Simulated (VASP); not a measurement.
# NiPNF (P4/nmm) in VASP: single point with r2SCAN+U

Aim: the single point of NiPNF with r2SCAN+U.

Everything below comes from runs of VASP 6.6.1. Logs are shortened: lines on timing, memory, paths and dates and some standing lists are left out, and cuts for length are marked.

## (1) The crystal as given

Symmetry: P4/nmm, No. 129, tetragonal system. Conventional cell: a = 3.508 Å, b = 3.508 Å, c = 7.978 Å, α = 90.00°, β = 90.00°, γ = 90.00°. N (site symmetry 4mm) has 4 F at 2.20 Å as nearest neighbours. Around Ni (site symmetry -4m2) lie 4 P at 2.10 Å. Around P (site symmetry 4mm) lie 4 Ni at 2.10 Å. F (site symmetry -4m2) is surrounded by 4 N at 2.20 Å and 4 F at 2.48 Å.

The cell was built by a generator and needn't be a form met in nature.

## (2) Single point, r2SCAN+U

Contents of POSCAR:

```
NiPNF
1.0
    3.5080350300      0.0000000000      0.0000000000
    0.0000000000      3.5080350300      0.0000000000
    0.0000000000      0.0000000000      7.9775574300
N Ni P F
2 2 2 2
Direct
    0.2500000000      0.2500000000      0.3334300000
    0.7500000000      0.7500000000      0.6665700000
    0.2500000000      0.7500000000      0.0000000000
    0.7500000000      0.2500000000      0.0000000000
    0.7500000000      0.7500000000      0.1444000000
    0.2500000000      0.2500000000      0.8556000000
    0.2500000000      0.7500000000      0.5000000000
    0.7500000000      0.2500000000      0.5000000000
```

Contents of INCAR.step1:

```
PREC = Accurate
ENCUT = 520
ISMEAR = -5
SIGMA = 0.1
LREAL = F
LASPH = T
NELM = 150
LMAXMIX = 4
LDAU = T
LDAUTYPE = 2
LDAUL = -1 2 -1 -1
LDAUU = 0 4.58 0 0
LDAUJ = 0 0 0 0
NBANDS = 37
GGA = PE
ALGO = Normal
EDIFF = 1E-4
LWAVE = T
LCHARG = F
```

Contents of INCAR.step2:

```
PREC = Accurate
ENCUT = 520
EDIFF = 1E-6
ISMEAR = -1
SIGMA = 0.1
LREAL = F
LASPH = T
NELM = 150
ALGO = Normal
ISIF = 2
LWAVE = F
LCHARG = F
LMAXMIX = 4
LDAU = T
LDAUTYPE = 2
LDAUL = -1 2 -1 -1
LDAUU = 0 4.58 0 0
LDAUJ = 0 0 0 0
LDAUPRINT = 1
METAGGA = R2SCAN
LMIXTAU = T
LORBIT = 11
NBANDS = 37
ISTART = 1
```

Contents of KPOINTS:

```
Automatic mesh
0
Gamma
  7 7 3
```

Potentials or basis: VASP PAW PBE potentials, release 64 (N, Ni, P, F).

On the command line:

```sh
$ cat potpaw_PBE.64/N/POTCAR potpaw_PBE.64/Ni/POTCAR potpaw_PBE.64/P/POTCAR potpaw_PBE.64/F/POTCAR > POTCAR
$ cp INCAR.step1 INCAR
$ mpirun -np 1 vasp_std > vasp.out
$ cp INCAR.step2 INCAR
$ mpirun -np 1 vasp_std > vasp.out
```

OUTCAR:

```text
PREC = Accurate
   ENCUT = 520
   EDIFF = 1E-6
   ISMEAR = -1
   LREAL = F
   LASPH = T
   NELM = 150
   ISIF = 2
   METAGGA = R2SCAN
   LORBIT = 11
   ISTART = 1

 ion  position               nearest neighbor table
   1  0.250  0.250  0.333-
   2  0.750  0.750  0.667-
   3  0.250  0.750  0.000-   5 2.10   6 2.10   6 2.10   5 2.10   4 2.48   4 2.48   4 2.48   4 2.48

   4  0.750  0.250  0.000-   5 2.10   6 2.10   5 2.10   6 2.10   3 2.48   3 2.48   3 2.48   3 2.48

   5  0.750  0.750  0.144-   3 2.10   4 2.10   4 2.10   3 2.10
   6  0.250  0.250  0.856-   3 2.10   4 2.10   3 2.10   4 2.10
   7  0.250  0.750  0.500-
   8  0.750  0.250  0.500-

  LATTYP: Found a simple tetragonal cell.
 ALAT       =     3.5080350300
 C/A-ratio  =     2.2740814621

  Lattice vectors:

 A1 = (   3.5080350300,   0.0000000000,   0.0000000000)
 A2 = (   0.0000000000,   3.5080350300,   0.0000000000)
 A3 = (   0.0000000000,   0.0000000000,   7.9775574300)

Analysis of symmetry for initial positions (statically):
=====================================================================
 Subroutine PRICEL returns:
 Original cell was already a primitive cell.

 Routine SETGRP: Setting up the symmetry group for a
 simple tetragonal supercell.

 Subroutine GETGRP returns: Found 16 space group operations
 (whereof  4 operations were pure point group operations)
 out of a pool of 16 trial point group operations.

The static configuration has the point symmetry C_2h.
 The point group associated with its full space group is D_4h.

Analysis of symmetry for dynamics (positions and initial velocities):
=====================================================================
 Subroutine PRICEL returns:
 Original cell was already a primitive cell.

 Routine SETGRP: Setting up the symmetry group for a
 simple tetragonal supercell.

 Subroutine GETGRP returns: Found 16 space group operations
 (whereof  4 operations were pure point group operations)
 out of a pool of 16 trial point group operations.

The dynamic configuration has the point symmetry C_2h.
 The point group associated with its full space group is D_4h.

 Subroutine INISYM returns: Found 16 space group operations
 (whereof  4 operations are pure point group operations),
 and found     1 'primitive' translations

----------------------------------------------------------------------------------------

                                     Primitive cell

  volume of cell :      98.1743

  direct lattice vectors                    reciprocal lattice vectors
     3.508035030  0.000000000  0.000000000     0.285059867  0.000000000  0.000000000
     0.000000000  3.508035030  0.000000000     0.000000000  0.285059867  0.000000000
     0.000000000  0.000000000  7.977557430     0.000000000  0.000000000  0.125351652

  length of vectors
     3.508035030  3.508035030  7.977557430     0.285059867  0.285059867  0.125351652

  position of ions in fractional coordinates (direct lattice)
     0.250000000  0.250000000  0.333430000
     0.750000000  0.750000000  0.666570000
     0.250000000  0.750000000  0.000000000
     0.750000000  0.250000000  0.000000000
     0.750000000  0.750000000  0.144400000
     0.250000000  0.250000000  0.855600000
     0.250000000  0.750000000  0.500000000
     0.750000000  0.250000000  0.500000000

  ion indices of the primitive-cell ions
   primitive index   ion index
                 1           1
                 2           2
                 3           3
                 4           4
                 5           5
                 6           6
                 7           7
                 8           8

----------------------------------------------------------------------------------------

 KPOINTS: Automatic mesh

Automatic generation of k-mesh.
 Grid dimensions read from file:
 generate k-points for:    7    7    3
[... 83 lines left out ...]
   LORBIT       =     11    0 simple, 1 ext, 2 COOP (PROOUT), +10 PAW based schemes
 LDA+U is selected, type is set to LDAUTYPE =  2
   angular momentum for each species LDAUL =    -1    2   -1   -1
   U (eV)           for each species LDAUU =   0.0  4.6  0.0  0.0
   J (eV)           for each species LDAUJ =   0.0  0.0  0.0  0.0
   METAGGA = R2SCAN    functional components
   LHFCALC =     F    Hartree Fock is set to
   AEXX    =    0.0000 exact exchange contribution
   IVDW    =     0    specifies the selected vdW correction
   LEPSILON=     F    determine dielectric tensor
   LRPA    =     F    only Hartree local field effects (RPA)
 non-spin polarized calculation
  energy-cutoff  :      520.00
  volume of cell :       98.17
 maximum number of plane-waves:      2674
 NGX is ok and might be reduce to    28

atom =   3  type =  2  l = 2

 onsite density matrix

spin component  1

  0.8778  0.0000 -0.0000 -0.0000 -0.0000
  0.0000  0.8817 -0.0000  0.0000  0.0000
 -0.0000 -0.0000  0.9206  0.0000  0.0000
 -0.0000  0.0000  0.0000  0.8817  0.0000
 -0.0000  0.0000  0.0000  0.0000  0.8705

spin component  2

  0.8778  0.0000 -0.0000 -0.0000 -0.0000
  0.0000  0.8817 -0.0000  0.0000  0.0000
 -0.0000 -0.0000  0.9206  0.0000  0.0000
 -0.0000  0.0000  0.0000  0.8817  0.0000
 -0.0000  0.0000  0.0000  0.0000  0.8705

 occupancies and eigenvectors

  o =  0.8705  v =  0.0000 -0.0000  0.0000 -0.0000 -1.0000  0.0000  0.0000  0.0000  0.0000  0.0000      0.0000  0.0000  0.0000  0.0000  0.0000  0.0000  0.0000  0.0000  0.0000  0.0000
  o =  0.8705  v =  0.0000  0.0000  0.0000  0.0000  0.0000  0.0000 -0.0000  0.0000 -0.0000 -1.0000      0.0000  0.0000  0.0000  0.0000  0.0000  0.0000  0.0000  0.0000  0.0000  0.0000
  o =  0.8778  v =  1.0000  0.0000  0.0000  0.0000  0.0000  0.0000  0.0000  0.0000  0.0000  0.0000      0.0000  0.0000  0.0000  0.0000  0.0000  0.0000  0.0000  0.0000  0.0000  0.0000
  o =  0.8778  v =  0.0000  0.0000  0.0000  0.0000  0.0000  1.0000  0.0000  0.0000  0.0000  0.0000      0.0000  0.0000  0.0000  0.0000  0.0000  0.0000  0.0000  0.0000  0.0000  0.0000
  o =  0.8817  v =  0.0000 -0.7109  0.0000  0.7033  0.0000  0.0000  0.0000  0.0000  0.0000  0.0000      0.0000  0.0000  0.0000  0.0000  0.0000  0.0000  0.0000  0.0000  0.0000  0.0000
  o =  0.8817  v =  0.0000  0.0000  0.0000  0.0000  0.0000  0.0000 -0.7109  0.0000  0.7033  0.0000      0.0000  0.0000  0.0000  0.0000  0.0000  0.0000  0.0000  0.0000  0.0000  0.0000
  o =  0.8817  v =  0.0000 -0.7033 -0.0000 -0.7109  0.0000  0.0000  0.0000  0.0000  0.0000  0.0000      0.0000  0.0000  0.0000  0.0000  0.0000  0.0000  0.0000  0.0000  0.0000  0.0000
  o =  0.8817  v =  0.0000  0.0000  0.0000  0.0000  0.0000  0.0000 -0.7033 -0.0000 -0.7109  0.0000      0.0000  0.0000  0.0000  0.0000  0.0000  0.0000  0.0000  0.0000  0.0000  0.0000
  o =  0.9206  v =  0.0000  0.0000  0.0000  0.0000  0.0000  0.0000 -0.0000 -1.0000  0.0000 -0.0000      0.0000  0.0000  0.0000  0.0000  0.0000  0.0000  0.0000  0.0000  0.0000  0.0000
  o =  0.9206  v =  0.0000 -0.0000 -1.0000  0.0000 -0.0000  0.0000  0.0000  0.0000  0.0000  0.0000      0.0000  0.0000  0.0000  0.0000  0.0000  0.0000  0.0000  0.0000  0.0000  0.0000

atom =   4  type =  2  l = 2

 onsite density matrix

spin component  1

  0.8778  0.0000  0.0000 -0.0000 -0.0000
  0.0000  0.8817  0.0000 -0.0000  0.0000
  0.0000  0.0000  0.9206  0.0000 -0.0000
 -0.0000 -0.0000  0.0000  0.8817  0.0000
 -0.0000  0.0000 -0.0000  0.0000  0.8705

spin component  2

  0.8778  0.0000  0.0000 -0.0000 -0.0000
  0.0000  0.8817  0.0000 -0.0000  0.0000
  0.0000  0.0000  0.9206  0.0000 -0.0000
 -0.0000 -0.0000  0.0000  0.8817  0.0000
 -0.0000  0.0000 -0.0000  0.0000  0.8705

 occupancies and eigenvectors

  o =  0.8705  v =  0.0000 -0.0000 -0.0000 -0.0000 -1.0000  0.0000  0.0000  0.0000  0.0000  0.0000      0.0000  0.0000  0.0000  0.0000  0.0000  0.0000  0.0000  0.0000  0.0000  0.0000
  o =  0.8705  v =  0.0000  0.0000  0.0000  0.0000  0.0000  0.0000 -0.0000 -0.0000 -0.0000 -1.0000      0.0000  0.0000  0.0000  0.0000  0.0000  0.0000  0.0000  0.0000  0.0000  0.0000
  o =  0.8778  v =  1.0000  0.0000  0.0000  0.0000  0.0000  0.0000  0.0000  0.0000  0.0000  0.0000      0.0000  0.0000  0.0000  0.0000  0.0000  0.0000  0.0000  0.0000  0.0000  0.0000
  o =  0.8778  v =  0.0000  0.0000  0.0000  0.0000  0.0000  1.0000  0.0000  0.0000  0.0000  0.0000      0.0000  0.0000  0.0000  0.0000  0.0000  0.0000  0.0000  0.0000  0.0000  0.0000
  o =  0.8817  v =  0.0000 -0.8597 -0.0000  0.5109 -0.0000  0.0000  0.0000  0.0000  0.0000  0.0000      0.0000  0.0000  0.0000  0.0000  0.0000  0.0000  0.0000  0.0000  0.0000  0.0000
  o =  0.8817  v =  0.0000  0.0000  0.0000  0.0000  0.0000  0.0000 -0.8597 -0.0000  0.5109 -0.0000      0.0000  0.0000  0.0000  0.0000  0.0000  0.0000  0.0000  0.0000  0.0000  0.0000
  o =  0.8817  v =  0.0000  0.5109  0.0000  0.8597 -0.0000  0.0000  0.0000  0.0000  0.0000  0.0000      0.0000  0.0000  0.0000  0.0000  0.0000  0.0000  0.0000  0.0000  0.0000  0.0000
  o =  0.8817  v =  0.0000  0.0000  0.0000  0.0000  0.0000  0.0000  0.5109  0.0000  0.8597 -0.0000      0.0000  0.0000  0.0000  0.0000  0.0000  0.0000  0.0000  0.0000  0.0000  0.0000
  o =  0.9206  v =  0.0000  0.0000  0.0000  0.0000  0.0000  0.0000 -0.0000  1.0000 -0.0000 -0.0000      0.0000  0.0000  0.0000  0.0000  0.0000  0.0000  0.0000  0.0000  0.0000  0.0000
  o =  0.9206  v =  0.0000 -0.0000  1.0000 -0.0000 -0.0000  0.0000  0.0000  0.0000  0.0000  0.0000      0.0000  0.0000  0.0000  0.0000  0.0000  0.0000  0.0000  0.0000  0.0000  0.0000

 number of electron      53.9999964 magnetization

 Free energy of the ion-electron system (eV)
  ---------------------------------------------------
  ext. energy  EPLUGINS =         0.00000000
  ---------------------------------------------------
  free energy    TOTEN  =       -50.07784545 eV

  energy without entropy =      -49.82019738  energy(sigma->0) =      -49.94902141

 E-fermi :   4.0354     XC(G=0): -11.5242

 val. band max:        4.0303442004   @ k =   0.0000   0.0000   0.0000
 cond. band min:       4.0398278160   @ k =   0.0000   0.0000   0.3333
 fundamental gap:      0.0094836155
 Fermi energy:         4.0353831731

 k-point     1 :       0.0000    0.0000    0.0000
  band No.  band energies     occupation
      1     -19.5603      2.00000
      2     -18.3478      2.00000
      3     -10.2825      2.00000
      4     -10.1466      2.00000
      5      -8.5271      2.00000
      6      -7.1580      2.00000
[... 789 lines left out ...]
     36      12.3969      0.00000
     37      13.4046      0.00000

------------------------ aborting loop because EDIFF is reached ----------------------------------------

  FORCE on cell =-STRESS in cart. coord.  units (eV):
  Direction    XX          YY          ZZ          XY          YZ          ZX
  --------------------------------------------------------------------------------------
  -------------------------------------------------------------------------------------
  Total        1.2458317      1.2458317     -3.3566516      0.0000000      0.0000000     -0.0000000
  in kB       20.3316290     20.3316290    -54.7796262      0.0000000      0.0000000     -0.0000000
  external PRESSURE =      -4.7054561 kB  Pullay stress =       0.0000000 kB

 VOLUME and BASIS-vectors are now :
 -----------------------------------------------------------------------------
  energy-cutoff  :      520.00
  volume of cell :       98.17
      direct lattice vectors                 reciprocal lattice vectors
     3.508035030  0.000000000  0.000000000     0.285059867  0.000000000  0.000000000
     0.000000000  3.508035030  0.000000000     0.000000000  0.285059867  0.000000000
     0.000000000  0.000000000  7.977557430     0.000000000  0.000000000  0.125351652

 POSITION                                       TOTAL-FORCE (eV/Angst)
 -----------------------------------------------------------------------------------
      0.87701      0.87701      2.65996         0.000000     -0.000000      0.030833
      2.63103      2.63103      5.31760        -0.000000     -0.000000     -0.030833
      0.87701      2.63103      0.00000        -0.000000      0.000000      0.000000
      2.63103      0.87701      0.00000         0.000000     -0.000000      0.000000
      2.63103      2.63103      1.15196        -0.000000     -0.000000      2.706405
      0.87701      0.87701      6.82560        -0.000000      0.000000     -2.706405
      0.87701      2.63103      3.98878         0.000000     -0.000000      0.000000
      2.63103      0.87701      3.98878        -0.000000      0.000000      0.000000
 -----------------------------------------------------------------------------------
    total drift:                                0.000000      0.000000     -0.000000

  FREE ENERGIE OF THE ION-ELECTRON SYSTEM (eV)
  ---------------------------------------------------
  free  energy   TOTEN  =       -50.0778454527 eV

  energy  without entropy=      -49.8201973770  energy(sigma->0) =      -49.94902141

 total charge

# of ion       s       p       d       tot
------------------------------------------
    1        1.416   1.771   0.000   3.187
    2        1.416   1.771   0.000   3.187
    3        0.587   0.717   8.821  10.125
    4        0.587   0.717   8.821  10.125
    5        1.090   1.355   0.000   2.445
    6        1.090   1.355   0.000   2.445
    7        1.772   4.139   0.000   5.911
    8        1.772   4.139   0.000   5.911
--------------------------------------------------
tot          9.729  15.964  17.642  43.335
```

Wall time 3.4 min (1 thread of Intel Xeon Platinum 8488C (Sapphire Rapids), shared host); peak memory 0.25 GiB.

Results:

| Quantity | Value |
| --- | --- |
| Free energy | -50.0778 eV |
| Pressure | -0.5 GPa |
| Largest force | 2.706 eV/Å |
| Band gap on the k mesh | none (metal or under the smearing width) |
| Valence electrons inside the program's atomic spheres | N 3.19; Ni 10.12; P 2.44; F 5.91 |

Forces in eV/Å, atoms in the order of the input:
```
N    0.000  0.000  0.031
N    0.000  0.000 -0.031
Ni   0.000  0.000  0.000
Ni   0.000  0.000  0.000
P    0.000  0.000  2.706
P    0.000  0.000 -2.706
F    0.000  0.000  0.000
F    0.000  0.000  0.000
```

Eigenvalues of the final occupation matrices:
```csv
site,spin,trace,eigenvalues
site 3 d,1,4.43,0.87 0.88 0.88 0.88 0.92
site 3 d,2,4.43,0.87 0.88 0.88 0.88 0.92
site 4 d,1,4.43,0.87 0.88 0.88 0.88 0.92
site 4 d,2,4.43,0.87 0.88 0.88 0.88 0.92
```

Caveat: the PAW data sets were made with another functional, which shifts forces and pressure a little; the run has no spin polarisation, though such a crystal can be magnetic; U without spin polarisation on a metal has little footing. Spin polarisation is off, so any magnetic state and its effect on volume and gap are missing.
